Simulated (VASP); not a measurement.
# TeW2 with optB86b-vdW: from relaxation to properties

Aim: relax TeW2, then compute properties on the relaxed cell. The steps: rough relaxation of the start cell, relaxing cell and atoms (optB86b-vdW), second relaxation, density, ELF and potential (optB86b-vdW) and band structure (optB86b-vdW). The cell is invented: other elements were put on sites of a known structure type. It may not be a known or stable phase. The atoms of the start are displaced at random from the sites of a Fm-3m cell.

Method: optB86b-vdW, no spin polarisation; plane waves and PAW (Te, W); invented cell, in VASP 6.6.1.

This is a report of a sequence of runs, with most program output left out.

## Step 1: The starting structure

Before any relaxation, the start is as follows. It takes space group P1 (No. 1, triclinic). The conventional cell has a = 4.426 Å, b = 4.426 Å, c = 4.426 Å, α = 60.00°, β = 60.00°, γ = 60.00°. Nearest to Te lie 8 W at 2.68 to 2.73 Å. Nearest to W lie 4 Te at 2.70 to 2.73 Å. W has 4 Te at 2.68 to 2.73 Å nearest. Farther neighbours and most contacts between anions are not listed.

Structure file:

```cif
data_structure
_symmetry_space_group_name_H-M 'P 1'
_symmetry_Int_Tables_number 1
_cell_length_a 4.4264
_cell_length_b 4.4264
_cell_length_c 4.4264
_cell_angle_alpha 60.000
_cell_angle_beta 60.000
_cell_angle_gamma 60.000
_cell_volume 61.33
loop_
_atom_site_label
_atom_site_type_symbol
_atom_site_fract_x
_atom_site_fract_y
_atom_site_fract_z
_atom_site_occupancy
Te1 Te 0.00078 0.99904 0.00043 1
W2 W 0.25060 0.25297 0.25080 1
W3 W 0.74316 0.75377 0.75265 1
```

## Step 2: Rough relaxation of the start cell

The start is only an estimate, so a cheap relaxation brings it near a minimum before any careful run. optB86b-vdW pairs nonlocal correlation with a less repulsive exchange of B86b form. LUSE_VDW switches on a nonlocal correlation term for dispersion.

Contents of INCAR:

```
SYSTEM = TeW2
PREC = Normal
ENCUT = 400
EDIFF = 1E-05
NELM = 60
ISMEAR = 1
SIGMA = 0.2
LREAL = .FALSE.
ALGO = Fast
GGA = MK
AGGAC = 0
LUSE_VDW = .TRUE.
PARAM1 = 0.1234
PARAM2 = 1
LASPH = .TRUE.
NBANDS = 15
LORBIT = 11
LWAVE = .FALSE.
LCHARG = .FALSE.
IBRION = 2
NSW = 40
ISIF = 3
EDIFFG = -0.04
```

Contents of POSCAR:

```
TeW2
1.0
    0.0000000000      3.1299451300      3.1299451300
    3.1299451300      0.0000000000      3.1299451300
    3.1299451300      3.1299451300      0.0000000000
Te W
1 2
Direct
    0.0007850000     -0.0009630000      0.0004310000
    0.2505980000      0.2529680000      0.2508010000
    0.7431580000      0.7537750000      0.7526550000
```

Contents of KPOINTS:

```
Automatic mesh
0
Gamma
5 5 5
0 0 0
```

The projector-augmented-wave data sets are Te and W (PBE family, release 64).

On the command line:

```sh
$ mpirun -np 1 vasp_std
```

Elapsed: 17 min, on 1 MPI rank of AMD EPYC 7R43, shared host; peak memory 0.28 GiB.

The relaxation used up its NSW steps before forces and stress met EDIFFG.

The next step goes on from the cell that it reached.

## Step 3: Relaxing cell and atoms (optB86b-vdW)

Properties are meant for the cell that this level of theory prefers, so cell and atoms are relaxed first (ISIF = 3) until forces and stress are small; EDIFFG sets the threshold.

Contents of INCAR:

```
SYSTEM = TeW2
PREC = Accurate
ENCUT = 400
EDIFF = 1E-06
NELM = 100
ISMEAR = 1
SIGMA = 0.2
LREAL = .FALSE.
ALGO = Normal
GGA = MK
AGGAC = 0
LUSE_VDW = .TRUE.
PARAM1 = 0.1234
PARAM2 = 1
LASPH = .TRUE.
NBANDS = 15
LORBIT = 11
LWAVE = .FALSE.
LCHARG = .FALSE.
IBRION = 2
NSW = 60
ISIF = 3
EDIFFG = -0.01
```

Contents of POSCAR:

```
TeW2
1.0
   -1.4708675238      3.8707094796      3.9289210554
    2.2685338595     -0.3195138361      2.6646500550
    2.2049717195      2.5531674313     -0.2471905453
Te W
1 2
Direct
    0.0042335415      0.0084244484      0.9944263883
    0.3683070594      0.2335674889      0.2362212403
    0.6220003990      0.7637880627      0.7732393714
```

Contents of KPOINTS:

```
Automatic mesh
0
Gamma
4 7 7
0 0 0
```

On the command line:

```sh
$ mpirun -np 1 vasp_std
```

Wall time 50 min (1 MPI rank); peak memory 0.35 GiB.

The relaxation used up its NSW steps before forces and stress met EDIFFG.

## Step 4: Second relaxation

The basis stayed that of the start cell while the cell moved. A rerun from the cell reached resets it; the error of the finite cutoff stays.

INCAR is that of step 3.

Contents of POSCAR:

```
TeW2
1.0
   -1.6681477502      4.0394763417      4.0405608301
    1.7402487076     -0.5869088488      2.5915985435
    1.7521400528      2.5972258299     -0.5575617996
Te W
1 2
Direct
    0.9982920628      0.0028143281      0.0024408211
    0.3605611046      0.3008644137      0.2882580503
    0.6356878325      0.7021012581      0.7131881286
```

KPOINTS is that of step 3.

On the command line:

```sh
$ mpirun -np 1 vasp_std
```

It took 13 min on 1 MPI rank; peak memory 0.34 GiB.

This run has no spin polarisation, although W can carry a moment. The k-mesh is coarse for a metal. The PAW data sets were made with PBE, which is usual practice but a small mismatch for other functionals. The data set W keeps the semicore shell frozen, which is cheaper and a little less accurate.

Relaxation path:

```
step  energy less that of the first step (eV)  largest force (eV/Å)  pressure (GPa)  volume (Å³)
   1                                   0.0000                0.0791           -0.51        55.36
   2                                   0.0011                0.1537            1.45        54.89
   3                                  -0.0005                0.0556            0.19        55.19
   4                                  -0.0009                0.0620            0.03        55.24
   5                                  -0.0010                0.0670           -0.09        55.27
   6                                  -0.0014                0.0710           -0.10        55.27
   7                                  -0.0024                0.0785           -0.14        55.26
   8                                  -0.0040                0.0719           -0.13        55.24
   9                                  -0.0012                0.1154            0.26        55.20
  10                                  -0.0042                0.0663           -0.10        55.24
  11                                  -0.0050                0.0486            0.01        55.18
  12                                  -0.0053                0.0328            0.15        55.12
  13                                  -0.0054                0.0332           -0.20        55.21
  14                                  -0.0054                0.0304           -0.17        55.20
  15                                  -0.0055                0.0139            0.01        55.17
  16                                  -0.0055                0.0129            0.01        55.16
  17                                  -0.0055                0.0114            0.02        55.16
  18                                  -0.0055                0.0126            0.02        55.16
  19                                  -0.0055                0.0130            0.02        55.16
  20                                  -0.0055                0.0093            0.03        55.17
```

```
     cell as run  before  after  change
           a (Å)   5.952  5.938  -0.2 %
           b (Å)   3.176  3.185  +0.3 %
           c (Å)   3.182  3.169  -0.4 %
           α (°)   89.55  90.02  +0.5 %
           β (°)   73.70  73.74  +0.1 %
           γ (°)   74.04  74.23  +0.3 %
volume (Å³/atom)   18.45  18.39  -0.3 %
```

The atoms that moved most (Å, as changes of fractional coordinates times the final cell):

```
atom      dx      dy      dz  length
  W2   0.015  -0.029   0.037   0.049
  W3  -0.011   0.033  -0.035   0.049
 Te1  -0.004  -0.004  -0.002   0.006
```

The relaxed structure:

```xyz
3
Lattice="-1.6704 4.0293 4.0285 1.7399 -0.6014 2.5987 1.7354 2.5909 -0.5640" Properties=species:S:1:pos:R:3 pbc="T T T"
Te   -1.6626    4.0229    4.0253
W     0.4361    1.9899    2.1085
W     1.3868    4.0199    3.9486
```

This step gave:

```
electrons                       : 18
bands                           : 15
irreducible k-points            : 99
symmetry operations             : 1
free energy (TOTEN)             : -21.17 eV
energy at zero smearing         : -21.17 eV
Fermi energy                    : 9.022 eV
pressure                        : 0.02634 GPa
metallic                        : yes
SCF cycles over all ionic steps : 105
```

It ends with a largest force of 0.009 eV/Å and a pressure of 0.03 GPa.

## Step 5: Density, ELF and potential (optB86b-vdW)

The relaxed cell gets a fresh self-consistent run, on a basis set for its own volume, to fix the density and to check the remaining stress.

Edit INCAR of step 4 so:

```diff
@@ -18,6 +18,5 @@
 LWAVE = .FALSE.
-LCHARG = .FALSE.
-IBRION = 2
-NSW = 60
-ISIF = 3
-EDIFFG = -0.01
+LCHARG = .TRUE.
+ISIF = 2
+LELF = .TRUE.
+LVHAR = .TRUE.
```

Contents of POSCAR:

```
TeW2
1.0
    3.1689674000      0.0000000000      0.0000000000
   -0.0013359600      3.1846623700      0.0000000000
   -1.5050249100     -1.5702980800      5.4666317800
Te W
1 2
Direct
    0.0000000000      0.5000000000      0.0000000000
    0.3575390480      0.8253818140      0.6384370310
    0.6424609520      0.1746181860      0.3615629690
```

Contents of KPOINTS:

```
Automatic mesh
0
Gamma
7 7 4
0 0 0
```

The cell reached was symmetrised within 0.01 Å before this step, which raises the operations from 1 to 2, which the run then keeps.

On the command line:

```sh
$ mpirun -np 1 vasp_std
```

The job ended after 94 s (1 MPI rank; peak memory 0.33 GiB).

This step gave:

```yaml
scf_cycles: 14
symmetry_operations: 2
fermi_energy: 9.012 eV
pressure: -0.02613 GPa
```

Valence electrons inside each PAW sphere by angular momentum. Sphere charges, by row:

```
atom  s (e)  p (e)  d (e)  tot (e)
 Te1   1.42  1.842  0.145    3.407
  W2  0.628  0.516  4.229    5.372
  W3  0.628  0.516  4.229    5.372
```

Force by atom:

```
atom  x (eV/Å)  y (eV/Å)  z (eV/Å)    size
 Te1    0.0000    0.0000    0.0000  0.0000
  W2   -0.0061   -0.0538   -0.0117  0.0554
  W3    0.0061    0.0538    0.0117  0.0554
```

Valence density in the ac plane at fractional y = 0.175, with atoms of W within 0.2 Å of it. It is the smooth field of the valence electrons, not physical close to the nuclei.

Ten even steps from '_' (0.14 e/Å³) to '@' (0.93 e/Å³):
```
------::..____________..::------
------::..__________....::----==
----::::..__________..::::------
--::::....________....::::------
::::..................::::::::::
..........................::....
................................
____......::::::..........______
____......::::::........________
____......::::::::......________
__........::::::::::::....______
..........::::::::::::::........
..........::::--------::::......
::......::::::----====------::::
::::....::::::--==++++======----
::::....::::--==++++++++++++++--
::........::--====++++++****++==
::........::--====++**##****++--
..........::--==++##@@@@##++==--
..........::==++##%%@@@@##++--::
..____....::==**##%%%%%%##++--..
________..::==******####++--::..
________..::--==++++++++--::..__
________....::::------::::..____
______....................______
................______________..
............________________....
::::::::....______________....::
----::::....____________....::::
------::....__________....::----
```
Columns run along a (3.2 Å), rows up along c (5.9 Å). Atoms in or near the plane, at fractional coordinates: W at (0.64, 0.36).

ELF in the ac plane at fractional y = 0.175, with atoms of W within 0.2 Å of it. It is the smooth field of the valence electrons, not physical close to the nuclei.

Ten even steps from '_' (0.00) to '@' (0.75):
```
@@@@@@%%##**==------++##%%@@@@@@
@@@@@@%%##++==----==**##@@@@@@@@
@@@@@@%%**++------==**%%@@@@@@@@
@@@@%%##++==------==**%%%%@@@@@@
%%%%##**====------==++##%%%%%%%%
****++====----------==++**######
++====--------::::----====++++++
==----------::::::::------======
----------::::::::::------------
==------::::::::--==============
======--::::----++++**++++======
++++====----==++**##**++========
++**++++==++****####**==------==
++****************++==--::::--==
++************++==--::....::--==
==++**##**++==--::..______..::--
--++****++==::....__________..--
--==****==--..______________..::
::==++++--::..________________..
::==++==--::..________________..
--======::::..______________..::
--====----::::..________....::::
--======------::........::::::--
==========----::::::::::::::----
====++++====----::::::::------==
++++++++++++==--::::::----====++
**********++==----::----==++++**
########****==--------==++**####
%%%%%%%%##**==--------++**##%%%%
@@@@%%%%##**==------==**##%%%%@@
```
Columns run along a (3.2 Å), rows up along c (5.9 Å). Atoms in or near the plane, at fractional coordinates: W at (0.64, 0.36).

Electrostatic potential energy in the ac plane at fractional y = 0.175, with atoms of W within 0.2 Å of it. With pseudopotentials it is smooth inside the atoms' cores, unlike the true potential.

Ten even steps from '0' (-29 eV) to '9' (1 eV):
```
3467899999988753
3468899999987643
4678899999987654
6788999999888766
8888888888888877
8898888788888888
9998877777889999
9998776677899999
9988766677899999
9988766678899999
9988777788999999
9998877888999999
9999888888877888
8999998877655667
8999998765433456
7899997542111245
7899986420000135
6899875200000024
7899864200000024
7999853100000135
8999753200001246
9999864211112457
9999865432234578
9999876554456789
9999987766778899
9999998888889999
8888999999999998
7788899999999888
6678899999999876
4467899999998764
```
Columns run along a (3.2 Å; values clipped at the 3rd and 97th percentile), rows up along c (5.9 Å). Atoms in or near the plane, at fractional coordinates: W at (0.64, 0.36).

The pressure is -0.03 GPa and the largest force 0.055 eV/Å, so the cell is not at a minimum at these settings.

## Step 6: Band structure (optB86b-vdW)

The mesh alone shows little of the dispersion and can miss band extrema, so KPOINTS_OPT adds a path through the symmetry points after the self-consistent cycle.

Edit INCAR of step 5 so:

```diff
@@ -15,8 +15,5 @@
 LASPH = .TRUE.
-NBANDS = 15
+NBANDS = 22
 LORBIT = 11
 LWAVE = .FALSE.
-LCHARG = .TRUE.
-ISIF = 2
-LELF = .TRUE.
-LVHAR = .TRUE.
+LCHARG = .FALSE.
```

POSCAR is that of step 5.

KPOINTS is that of step 5.

Contents of KPOINTS_OPT:

```
Line mode
16
Line-mode
Reciprocal
  0.50000000   0.00000000   0.00000000 X
  0.00000000   0.00000000   0.00000000 GAMMA

  0.00000000   0.00000000   0.00000000 GAMMA
  0.00000000  -0.50000000   0.00000000 Y

  0.50000000  -0.50000000   0.00000000 L
  0.00000000   0.00000000   0.00000000 GAMMA

  0.00000000   0.00000000   0.00000000 GAMMA
  0.00000000   0.50000000  -0.50000000 Z

  0.50000000   0.50000000  -0.50000000 N
  0.00000000   0.00000000   0.00000000 GAMMA

  0.00000000   0.00000000   0.00000000 GAMMA
  0.00000000   0.00000000  -0.50000000 M

  0.50000000   0.00000000  -0.50000000 R
  0.00000000   0.00000000   0.00000000 GAMMA
```

On the command line:

```sh
$ mpirun -np 1 vasp_std
```

The job ended after 2.4 min (1 MPI rank).

The run was cut off at its time limit.

The self-consistent loop had finished, and the limit fell in the path of KPOINTS_OPT; fewer path points or more time would be the way on.

## Step 7: Outcome

| Quantity | Value |
| --- | --- |
| relaxed volume | 18.39 Å³/atom |
| relaxed conventional cell a, b, c | 3.169, 3.185, 5.883 Å; angles 105.5, 104.8, 90.0° |
| space group after relaxing, within 0.02 Å (lengths above averaged to it) | P-1 (No. 2) |

What this shows: With optB86b-vdW, TeW2 relaxes to 18.39 Å³/atom in space group P-1. Not obtained: band structure (optB86b-vdW), because the run hit its time limit. Spin-orbit coupling is left out, and with elements this heavy it would split and shift bands near the Fermi level. The k-sampling is coarse for a metal, so the Fermi level, pressures and the shape of the cell carry errors. Magnetism was not tested. No search among competing phases was made. All values are for a static lattice at zero temperature.

[Lines on the potential files, build, host, timing and source positions are cut from VASP's logs without a mark.]

[Logs are printed without paths, hosts, clocks, repeated set-up lines and the standing remarks that a program may print on its own settings, such as how far it seeks lower states.]

[Hosts, paths, dates, database ids (printed as entryN), source tags and the programs' standing remarks are cut or masked in the printed files.]

[A measured line is paired with the nearest computed mode of its activity, which favours agreement.]
